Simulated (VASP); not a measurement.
Consider the following.

```
CaO
1.0
    0.00000     2.38803     2.38803
    2.38803     0.00000     2.38803
    2.38803     2.38803     0.00000
Ca O
1 1
Direct
  0.00000   0.00000   0.00000
  0.48953   0.48953   0.51047
```

Calculation: PBEsol GGA, VASP's PBE PAW potentials (set 64) (plane waves; VASP). Run with 600 eV cut-off, 10×10×10 Γ-centred mesh, Gaussian smearing of 0.050 eV, potentials Ca_sv O.

Task: Predict the energy per atom (σ→0), largest force.

Result: 
| Item | Result |
|---|---|
| energy per atom (σ→0) | -6705 meV/atom |
| largest force | 0.163 eV/Å |

Total energies compare only between runs with the same potentials, cut-off and functional.

The compound is CaO in the rock salt structure. This cell was strained or had an atom moved on purpose.
